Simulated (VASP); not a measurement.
Energy against volume of Al₃Sc (L1_2). All values below come from LDA (Ceperley-Alder, Perdew-Zunger), VASP's LDA PAW potentials (set 64) (plane waves; VASP 6.6.1).

| V (Å³/atom) | E (eV/atom) |
|---|---|
| 15.411 | -5.30145 |
| 15.903 | -5.31706 |
| 16.395 | -5.32216 |
| 16.887 | -5.31823 |
| 17.379 | -5.30665 |

Question: Fit a third-order Birch-Murnaghan equation of state.

Answer: 
```json
{
  "volume_per_atom": "16.41 Å³/atom",
  "bulk_modulus": "96.9 GPa",
  "pressure_derivative_of_the_bulk_modulus": "4.29",
  "lattice_constant_a": "4.034 Å"
}
```

Measured: a 4.103 Å (computed value off by -1.7 %), as given by A Combined Experimental and First-Principles Based Assessment of Finite-Temperature Thermodynamic Properties of …. The calculation is for a static lattice, while the measured a holds thermal and zero-point effects, which are part of the difference.

The compound is Al3Sc in the L1_2 structure. It was relaxed first.
